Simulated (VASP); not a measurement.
VASP input:

### INCAR
```
# general
SYSTEM  = CuCl
PREC    = Accurate
ENCUT   = 480
LREAL   = .False.
LASPH   = .True.

# electronic loop
EDIFF   = 1E-7
NELM    = 100
ALGO    = Normal
LMAXMIX = 4

# smearing
ISMEAR  = 0
SIGMA   = 0.05

# functional
GGA     = PE

# ions
IBRION  = 2
NSW     = 40
ISIF    = 3
EDIFFG  = -0.01
PSTRESS = 10

# output
LWAVE   = .False.
LCHARG  = .False.
```

**KPOINTS**
```
Automatic
0
gamma
8 8 8
```

POSCAR:
```
CuCl
1
    0.0000000000     2.7086024784     2.7086024784
    2.7086024784     0.0000000000     2.7086024784
    2.7086024784     2.7086024784    -0.0000000000
Cu Cl
1 1
Direct
  1.0000000000   1.0000000000   1.0000000000
  0.2500000000   0.2500000000   0.2500000000
```

POTCAR, in this order: Cu Cl (PBE.64 set). Program: vasp_std.

Problem. Write an equivalent input for Ansatz.

Solution. One equivalent input (not run):
Ansatz 0.2 input:
```yaml
crystal:
  lattice:
    - [0.0000000, 2.7086025, 2.7086025]
    - [2.7086025, 0.0000000, 2.7086025]
    - [2.7086025, 2.7086025, 0.0000000]
  atoms:
    - { symbol: Cu, position: [1.0000000, 1.0000000, 1.0000000] }
    - { symbol: Cl, position: [0.2500000, 0.2500000, 0.2500000] }
kpoints:
  mp_grid: { grid: [8, 8, 8] }
hamiltonian:
  xc: pbe
  pseudopotentials: { kind: paw }
scf:
  occupations: { method: gaussian, width: 0.05 }
  max_iter: 100
relax:
  max_steps: 40
  f_tol: 0.01
  cell: { p_target: 1 }
output: { forces: true, stress: true, eigenvalues: true }
```
The two are equivalent in intent, not identical: each code has its own PAW files, so the cut-off isn't converted (ENCUT is set for VASP's; basis.ecutwfc is left out, and Ansatz then takes the one that its files recommend); Ansatz stops its SCF on the density residual and VASP on the energy change (EDIFF).

The compound is CuCl in the zinc blende structure. This run relaxes it under an external pressure of 1 GPa. Symmetry was kept, so distortions that lower it aren't found.
